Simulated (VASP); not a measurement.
Input of a VASP 6.6.1 run:

File INCAR:

```
ALGO     = Fast           # electronic algorithm
EDIFF    = 1E-7           # SCF threshold, eV
ENCUT    = 520            # plane-wave cutoff, eV
ISIF     = 2              # what is computed and relaxed
ISMEAR   = 0              # smearing method
LASPH    = True           # aspherical terms in the spheres
LCHARG   = False          # write CHGCAR
LREAL    = False          # projectors in reciprocal space
LWAVE    = False          # write WAVECAR
NBANDS   = 14             # bands
NELM     = 100            # most SCF steps
PREC     = Accurate       # precision mode
SIGMA    = 0.1            # smearing width, eV
```

File KPOINTS:

```
k-points
0
Gamma
  8 8 8
```

Contents of POSCAR:

```
NbH2
1.0
    0.0000000000      2.2482910098      2.2482910098
    2.2482910098      0.0000000000      2.2482910098
    2.2482910098      2.2482910098      0.0000000000
Nb H
1 2
Direct
    0.0000000000      0.0000000000      0.0000000000
    0.2500000000      0.2500000000      0.2500000000
    0.7500000000      0.7500000000      0.7500000000
```

Potentials or basis: VASP PAW LDA potentials, release 64 (Nb_sv, H).

Command:

```bash
$ cat potpaw_LDA.64/Nb_sv/POTCAR potpaw_LDA.64/H/POTCAR > POTCAR
$ mpirun -np 1 vasp_std > vasp.out
```

(1) What does it give for the band gap on the k mesh?

(2) Estimate the pressure.

Results:

(1) none (metal or under the smearing width).

(2) -0.2 GPa.
